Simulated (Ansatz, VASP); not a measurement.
# Al2CoO4 in two plane-wave programs, part 3 of 3

Wanted: the spread between two codes on one cell, functional and k mesh. Of the first pair: The structure shown is the start of the Ansatz relaxation below; VASP solves that cell, so the two are compared at the walk's first step.

VASP 6.6.1 and Ansatz 0.2.0.

So far. Step 4 (Side by side): The forces differ by 11 meV/Å r.m.s., which is 8.1 % of the r.m.s. force of 0.137 eV/Å (both taken over all components). Moments aren't recorded for both runs of this pair, so they may hold unlike magnetic states. Step 5 (Ansatz: relaxation, PBEsol): This is the run of step 2 again, met here at its other cell.

## 6. VASP: single point, PBEsol, relaxed cell, pair 2

Level of this step: PBEsol, spin-polarised from an antiferromagnetic start; plane waves and PAW (Al, Co, O) (VASP).

The same cell, functional, mesh and smearing now go to VASP, with its own data sets.

Input file INCAR:

```
SYSTEM = Al2CoO4
PREC = Accurate
ENCUT = 600
EDIFF = 1E-06
NELM = 200
ISMEAR = 0
SIGMA = 0.02
LREAL = .FALSE.
ALGO = Normal
GGA = PS
NBANDS = 100
ISPIN = 2
MAGMOM = 0 -0 0 -0 0 -0 -0 -0 -2.3 2.3 -2.3 2.3 0.07 -0.07 0.06 -0.06 0.07 -0.07 0.07 -0.07 -0.07 0.07 -0.07 0.07 -0.06 0.06 -0.07 0.07
LASPH = .TRUE.
LMAXMIX = 4
LORBIT = 11
LWAVE = .FALSE.
LCHARG = .FALSE.
ISIF = 2
GGA_COMPAT = .FALSE.
KPAR = 4
```

Input file POSCAR:

```
Al2CoO4
1.0
    4.0393096945      0.0000000000     -4.0393096945
    4.0393096945     -4.0393096945      0.0000000000
   -4.0499413426     -4.0499413426     -8.0892510371
Al Co O
8 4 16
Direct
    0.6250000000      0.9375000000      0.8125000000
    0.6250000000      0.4375000000      0.3125000000
    0.6250000000      0.4375000000      0.8125000000
    0.6250000000      0.9375000000      0.3125000000
    0.1250000000      0.4375000000      0.8125000000
    0.1250000000      0.9375000000      0.3125000000
    0.6250000000      0.1875000000      0.5625000000
    0.6250000000      0.6875000000      0.0625000000
    0.9992355323      0.5003822338      0.5011467016
    0.9992355323      0.0003822338      0.0011467016
    0.2507644678      0.3746177661      0.1238532984
    0.2507644678      0.8746177661      0.6238532984
    0.3887413797      0.5281134621      0.6944037786
    0.3887413797      0.0281134621      0.1944037786
    0.8608251171      0.0695874415      0.2087623244
    0.8608251171      0.5695874415      0.7087623244
    0.8337096836      0.0831451582      0.6944037786
    0.8337096836      0.5831451582      0.1944037786
    0.3887413797      0.0831451582      0.6944037786
    0.3887413797      0.5831451582      0.1944037786
    0.8612586204      0.2918548417      0.4305962214
    0.8612586204      0.7918548417      0.9305962214
    0.4162903165      0.2918548417      0.4305962214
    0.4162903165      0.7918548417      0.9305962214
    0.3891748830      0.3054125585      0.9162376755
    0.3891748830      0.8054125585      0.4162376755
    0.8612586204      0.8468865379      0.4305962214
    0.8612586204      0.3468865379      0.9305962214
```

Input file KPOINTS:

```
Automatic mesh
0
Gamma
6 6 6
0 0 0
```

PAW data sets: Al, Co and O (PBE family, release 64).

The run is started by

```
> mpirun -np 4 vasp_std
```

Log:

```text
[banner, memory and clock lines left out]
running    4 mpi-ranks, on    1 nodes
[...]
[... a notice as in an earlier step ...]

 [... a notice as in an earlier step ...]

 LDA part: xc-table for (Slater+PW92), standard interpolation
 POSCAR, INCAR and KPOINTS ok, starting setup
[...]
entering main loop
       N       E                     dE             d eps       ncg     rms          rms(c)
DAV:   1     0.195427090668E+04    0.19543E+04   -0.75595E+04 12800   0.181E+03
DAV:   2     0.782475207298E+02   -0.18760E+04   -0.16988E+04 13832   0.485E+02
DAV:   3    -0.225418269362E+03   -0.30367E+03   -0.29354E+03 14096   0.209E+02
DAV:   4    -0.242716460949E+03   -0.17298E+02   -0.16646E+02 15880   0.522E+01
[...]
DAV:  16    -0.214366566403E+03    0.17549E-04   -0.23477E-05 17872   0.587E-02    0.212E-02
DAV:  17    -0.214366567318E+03   -0.91472E-06   -0.31908E-05 18632   0.380E-02    0.940E-03
DAV:  18    -0.214366567298E+03    0.19279E-07   -0.44124E-06 13216   0.151E-02
   1 F= -.21436657E+03 E0= -.21436657E+03  d E =-.495425E-28  mag=     0.0000
```

From OUTCAR (step 6):

```text
  Total       -0.3831517     -0.3831517     -0.3831517     -0.0028886     -0.0028886     -0.0028886
  in kB       -2.3240393     -2.3240393     -2.3240393     -0.0175208     -0.0175208     -0.0175208
  external PRESSURE =      -2.3240393 kB  Pullay stress =       0.0000000 kB

 POSITION                                       TOTAL-FORCE (eV/Angst)
 -----------------------------------------------------------------------------------
      3.02084     -7.07743     -9.09709        -0.000000     -0.000000     -0.000000
      3.02616     -3.03280     -5.05246        -0.000000     -0.000000     -0.000000
      1.00119     -5.05778     -9.09709        -0.000000     -0.000000     -0.000000
      5.04581     -5.05246     -5.05246        -0.000000     -0.000000     -0.000000
     -1.01847     -5.05778     -7.07743        -0.000000     -0.000000     -0.000000
      3.02616     -5.05246     -3.03280        -0.000000     -0.000000     -0.000000
      1.00385     -3.03546     -7.07477        -0.000000     -0.000000     -0.000000
      5.04847     -3.03015     -3.03015        -0.000000     -0.000000     -0.000000
      4.02781     -4.05081     -8.09012        -0.001700     -0.001700     -0.001700
      4.03312     -0.00619     -4.04550        -0.001700     -0.001700     -0.001700
      2.02451     -2.01480     -2.01480         0.001700      0.001700      0.001700
      2.01920     -6.05942     -6.05942         0.001700      0.001700      0.001700
      0.89117     -4.94551     -7.18745         0.012003     -0.013687      0.012003
      0.89648     -0.90088     -3.14283         0.012003     -0.013687      0.012003
[...]
-----------------------------------------------------------------------------------
    total drift:                               -0.000003      0.000000      0.000003

  FREE ENERGIE OF THE ION-ELECTRON SYSTEM (eV)
  ---------------------------------------------------
  free  energy   TOTEN  =      -214.3665672983 eV

  energy  without entropy=     -214.3665672983  energy(sigma->0) =     -214.36656730

 magnetization (x)
# of ion       s       p       d       tot
------------------------------------------
    1        0.000   0.001   0.000   0.001
    2       -0.000  -0.001   0.000  -0.001
    3        0.000   0.001   0.000   0.001
    4       -0.000  -0.001   0.000  -0.001
    5        0.000   0.001   0.000   0.001
    6       -0.000  -0.001   0.000  -0.001
    7        0.000   0.000   0.000   0.000
    8        0.000   0.000   0.000   0.000
    9       -0.012  -0.059  -2.425  -2.496
   10        0.012   0.059   2.425   2.496
   11       -0.012  -0.059  -2.425  -2.496
   12        0.012   0.059   2.425   2.496
   13        0.004   0.058   0.000   0.063
[...]
--------------------------------------------------
tot          0.000   0.000   0.000   0.000

[... 1 part as in an earlier step ...]

[... 1 further part left out ...]
```

The run ends at a pressure of -0.23 GPa, with forces up to 0.022 eV/Å.

## 7. Comparison

What differs besides the data sets and the points named for the pairs above, as far as they apply: the data sets hold 188 valence electrons in Ansatz (on its PAW soft_1 files) and 156 in VASP; the cutoff is 420 eV in Ansatz and 600 eV in VASP; Ansatz's pressure holds a Pulay correction, VASP's none; site moments are counted in spheres of each program's own size. Total energies have different zeros and are not compared.

Compared:

```csv
quantity,Ansatz,VASP,difference
pressure (GPa),0.00,-0.23,+0.24
gap on the k mesh (eV),0.841,0.842,-0.002
moment on Co12 (μB),2.30,2.50,-0.20
moment on Co11 (μB),-2.30,-2.50,+0.20
moment on Co10 (μB),2.30,2.50,-0.20
moment on Co9 (μB),-2.30,-2.50,+0.20
moment on O14 (μB),-0.07,-0.06,0.00
moment on O13 (μB),0.07,0.06,0.00
moment on O27 (μB),-0.07,-0.06,0.00
moment on O28 (μB),0.07,0.06,0.00
```

The largest component of a force difference here is 14 meV/Å. A gap on the mesh is an upper bound, since the band edges may lie between its points.

## 8. Summary of results

* r.m.s. force difference (single point, PBEsol, start cell, pair 1): 11 meV/Å
* difference in gap on the k mesh (single point, PBEsol, relaxed cell, pair 2): -0.0015 eV
* r.m.s. force difference (single point, PBEsol, relaxed cell, pair 2): 10 meV/Å

What this shows: The r.m.s. force difference is 11 meV/Å (single point, PBEsol, start cell, pair 1), within the 12 meV/Å picked in this series as the mark of a large difference. The data sets hold unlike numbers of valence electrons (188 in Ansatz and 156 in VASP), so part of the differences may come from the potentials. Such differences can come from data sets, numerical settings and the points named under the comparisons, not from the functional's error against experiment.

[Lines on the potential files, build, host, timing and source positions are cut from VASP's logs without a mark.]

[Logs are printed without paths, hosts, clocks, repeated set-up lines and the standing remarks that a program may print on its own settings, such as how far it seeks lower states.]

[Hosts, paths, dates, database ids (printed as entryN), source tags and the programs' standing remarks are cut or masked in the printed files.]
